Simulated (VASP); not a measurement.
```
Al3Y
1.0
    4.20441     0.00000     0.00000
    0.00000     4.20441     0.00000
    0.00000     0.00000     4.20441
Y Al
1 3
Direct
  0.00000   0.00000   0.00000
  0.00000   0.50000   0.50000
  0.50000   0.00000   0.50000
  0.50000   0.50000   0.00000
```

Calculation: LDA (Ceperley-Alder, Perdew-Zunger), VASP's LDA PAW potentials (set 64) (plane waves; VASP). Run with 300 eV cut-off, 6×6×6 Γ-centred mesh, Fermi-Dirac smearing of 0.10 eV, potentials Y_sv Al.

At this cut-off the stress carries a Pulay error, which pulls relaxed volumes low.

Q: The ions, cell shape and volume are relaxed. Which structure does the run end with?

A: 
```
Al3Y
1.0
    4.18433     0.00000     0.00000
    0.00000     4.18433     0.00000
    0.00000     0.00000     4.18433
Y Al
1 3
Direct
  0.00000   0.00000   0.00000
  0.00000   0.50000   0.50000
  0.50000   0.00000   0.50000
  0.50000   0.50000   0.00000
```
Space group Pm-3m (221), at a tolerance of 0.03 Å.

Q: How do energy and volume change from the first to the last step?

A: The energy (σ→0) changes by -1.1 meV/atom and the volume by -1.4 %, in 3 ionic steps.

The structure comes from a computed database's YAl3 entry (Pm-3m); how it stands against other phases isn't given here. This run relaxes it. Symmetry was kept, so distortions that lower it aren't found. The run is one of a series of settings (EDIFFG = -0.01, IBRION = 2, ISIF = 3, NSW = 50 against the base run), some of them coarse on purpose.
